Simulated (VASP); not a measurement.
Ge2Sb2Te5, 9 atoms in the cell. Symmetry: P-3m1, No. 164, trigonal system. The conventional cell has a = 4.294 Å, b = 4.294 Å, c = 17.101 Å, α = 90.00°, β = 90.00°, γ = 120.00°. Ge (site symmetry 3m) has 6 Te at 3.00 to 3.04 Å as nearest neighbours. Around Sb (site symmetry 3m) lie 6 Te at 3.01 to 3.20 Å. Te (site symmetry -3m) has 6 Ge at 3.04 Å as nearest neighbours. Around Te (site symmetry 3m) lie 3 Ge at 3.00 Å and 3 Sb at 3.20 Å. Te (site symmetry 3m) has 3 Sb at 3.01 Å as nearest neighbours. The cell comes from a database or a generator and needn't be the stable form of this composition.

* Program: VASP 6.6.1
* Task: relaxation of cell and atoms
* Functional: PBEsol
* Potentials or basis: VASP PAW PBE potentials, release 64 (Ge_d, Sb, Te)
* Cutoff: 600 eV
* k mesh: 9 × 9 × 2
* Occupations: gaussian, width 0.03 eV
* Spin: no spin polarisation
* Further INCAR settings: ALGO = Normal; EDIFF = 1e-06; IBRION = 2; EDIFFG = -0.01; NSW = 90; ISIF = 3

Potentials or basis: VASP PAW PBE potentials, release 64 (Ge_d, Sb, Te).

The run is started by

```bash
$ cat potpaw_PBE.64/Ge_d/POTCAR potpaw_PBE.64/Sb/POTCAR potpaw_PBE.64/Te/POTCAR > POTCAR
$ mpirun -np 2 vasp_std > vasp.out
```

Hardware: 2 MPI ranks on Intel(R) Xeon(R) Platinum 8488C (Sapphire Rapids), with other jobs on the host.

Question: How long does it take, and how much memory?

Answer: Run time: 36 min on 2 MPI ranks on Intel(R) Xeon(R) Platinum 8488C (Sapphire Rapids) (shared host), peak memory 0.7 GiB a rank. Counts: scf iterations 200, k points 24, ion steps 28.
